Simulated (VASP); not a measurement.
Write the native input for VASP 6.6.1 that does the following.

```
Task                   : single point
Functional             : PBE
Potentials or basis    : VASP PAW PBE potentials, release 64 (Y_sv, P)
Cutoff                 : 520 eV
k mesh                 : 14 × 14 × 1
Occupations            : gaussian, width 0.1 eV
Spin                   : no spin polarisation
Dipole correction      : yes
Further INCAR settings : ALGO = Fast; EDIFF = 1e-06; NBANDS = 15
```

The structure of YP lies in POSCAR:

```
YP
1.0
    3.8375877381      0.0000000000      0.0000000000
    0.0000000000      3.8375877381      0.0000000000
    0.0000000000      0.0000000000     23.8097584000
Y P
1 1
Direct
    0.5000000000      0.5000000000      0.3149850229
    0.0000000000      0.0000000000      0.3150087699
```

The cell was built by a generator and needn't be a form met in nature.

The input as run:

INCAR

```
SYSTEM = YP
PREC = Accurate
ENCUT = 520
EDIFF = 1E-6
ISMEAR = 0
SIGMA = 0.1
LREAL = .FALSE.
LASPH = .TRUE.
NELM = 60
ALGO = Fast
ISIF = 2
LWAVE = .FALSE.
LCHARG = .TRUE.
LDIPOL = .TRUE.
IDIPOL = 3
DIPOL = 0.5 0.5 0.315
GGA = PE
LELF = .TRUE.
LVHAR = .TRUE.
LVACPOTAV = .TRUE.
NBANDS = 15
```

KPOINTS

```
Automatic mesh
0
G
  14 14 1
  0 0 0
```

Potentials or basis: VASP PAW PBE potentials, release 64 (Y_sv, P).

Command:

```sh
$ cat potpaw_PBE.64/Y_sv/POTCAR potpaw_PBE.64/P/POTCAR > POTCAR
$ mpirun -np 1 vasp_std > vasp.out
```

It gave:

```json
{
  "Band gap on the k mesh": "none (metal or under the smearing width)",
  "Work function of the upper face": "3.21 eV",
  "Work function of the lower face": "3.21 eV"
}
```

It took 3.3 min on 1 thread of Intel(R) Xeon(R) 6975P-C (Granite Rapids) (shared host), peak memory 0.5 GiB.
